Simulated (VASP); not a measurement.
Output of a VASP run:

OSZICAR:
```
       N       E                     dE             d eps       ncg     rms          rms(c)
DAV:   1     0.916557929341E+02    0.91656E+02   -0.98526E+03  1323   0.246E+03
DAV:   2    -0.240114649905E+01   -0.94057E+02   -0.88530E+02  1412   0.355E+02
DAV:   3    -0.941576195009E+01   -0.70146E+01   -0.69714E+01  1347   0.881E+01
DAV:   4    -0.953963652638E+01   -0.12387E+00   -0.12380E+00  1498   0.127E+01
DAV:   5    -0.954153293493E+01   -0.18964E-02   -0.18964E-02  1317   0.135E+00    0.792E+00
DAV:   6    -0.744679268188E+01    0.20947E+01   -0.67493E+00  1863   0.476E+01    0.266E+00
DAV:   7    -0.744528146436E+01    0.15112E-02   -0.35868E-01  1227   0.913E+00    0.173E+00
DAV:   8    -0.743962057976E+01    0.56609E-02   -0.99840E-02  1423   0.488E+00    0.941E-01
DAV:   9    -0.743271923555E+01    0.69013E-02   -0.24263E-02  1821   0.378E+00    0.262E-01
DAV:  10    -0.743321489908E+01   -0.49566E-03   -0.20183E-03  1322   0.692E-01    0.104E-01
DAV:  11    -0.743305595346E+01    0.15895E-03   -0.59973E-04  1858   0.543E-01    0.873E-03
DAV:  12    -0.743306125846E+01   -0.53050E-05   -0.51141E-05  1252   0.813E-02    0.504E-03
DAV:  13    -0.743306103373E+01    0.22473E-06   -0.20945E-06  1770   0.164E-02    0.232E-03
DAV:  14    -0.743306109545E+01   -0.61713E-07   -0.63671E-08   732   0.360E-03
   1 F= -.74330611E+01 E0= -.74330611E+01  d E =-.187636E-12
```

### OUTCAR
```
------------------------ aborting loop because EDIFF is reached ----------------------------------------
  FORCE on cell =-STRESS in cart. coord.  units (eV):
  Direction    XX          YY          ZZ          XY          YZ          ZX
  --------------------------------------------------------------------------------------
  Total       -0.7406362     -0.7406362     -0.7406362      0.0000000      0.0000000      0.0000000
  in kB      -49.2333762    -49.2333762    -49.2333762      0.0000000      0.0000000      0.0000000
  external PRESSURE =     -49.2333762 kB  Pullay stress =       0.0000000 kB
  volume of cell :       24.10
      direct lattice vectors                 reciprocal lattice vectors
     0.000000000  2.292672210  2.292672210    -0.218086126  0.218086126  0.218086126
     2.292672210  0.000000000  2.292672210     0.218086126 -0.218086126  0.218086126
     2.292672210  2.292672210  0.000000000     0.218086126  0.218086126 -0.218086126
  FREE ENERGIE OF THE ION-ELECTRON SYSTEM (eV)
  ---------------------------------------------------
  free  energy   TOTEN  =        -7.4330610954 eV

  energy  without entropy=       -7.4330610954  energy(sigma->0) =       -7.43306110
```
(Selected blocks of OUTCAR.)

### POSCAR
```
GaN
1
    0.0000000000     2.2926722098     2.2926722098
    2.2926722098     0.0000000000     2.2926722098
    2.2926722098     2.2926722098     0.0000000000
Ga N
1 1
Direct
  0.0000000000   0.0000000000   0.0000000000
  0.2500000000   0.2500000000   0.2500000000
```

Write an INCAR and KPOINTS that could have produced this output.

Several could match; the one computed here: the input of the run itself, optB88-vdW, plane waves, VASP's PBE PAW potentials (set 64).

INCAR:
```
AGGAC  =  0.0
ALGO  =  Normal
EDIFF  =  1E-7
ENCUT  =  520
GGA  =  BO
ISIF  =  2
ISMEAR  =  0
LASPH  =  .TRUE.
LCHARG  =  .FALSE.
LMAXMIX  =  4
LREAL  =  .FALSE.
LUSE_VDW  =  .TRUE.
LWAVE  =  .FALSE.
NELM  =  100
PARAM1  =  0.1833333333
PARAM2  =  0.22
PREC  =  Accurate
SIGMA  =  0.05
SYSTEM  =  GaN
```

### KPOINTS
```
Automatic mesh
0
Gamma
10 10 10
0 0 0
```

POTCAR, in this order: Ga_d N (PBE.64 set). Program: vasp_std.

The compound is GaN in the zinc blende structure, a metastable form; wurtzite is the usual one. This cell is one point of a volume scan, at 1.03 of the reference volume.
